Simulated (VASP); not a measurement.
Here is the system:

```
CELL_PARAMETERS angstrom
     -2.95789     2.95789     2.95789
      2.95789    -2.95789     2.95789
      2.95789     2.95789    -2.95789
ATOMIC_POSITIONS crystal
  Rb 0.00000 0.00000 0.00000
```

All values below come from RPBE GGA, VASP's PBE PAW potentials (set 64) (plane waves; VASP). Numerical set-up: 520 eV cut-off, 9×9×9 Γ-centred mesh, first-order Methfessel-Paxton smearing of 0.10 eV, potentials Rb_sv.

Problem. Predict the energy per atom (σ→0), band gap (on the k-mesh) with the smallest direct gap where there is one.

Solution. 
```
Quantity                                                    Result
------------------------  ----------------------------------------
band gap (on the k-mesh)  none (metal, semimetal or under 0.01 eV)
energy per atom (σ→0)                               -0.827 eV/atom
```

Total energies compare only between runs with the same potentials, cut-off and functional.

The compound is Rb in the bcc structure. This cell is one point of a volume scan, at 1.03 of the reference volume.
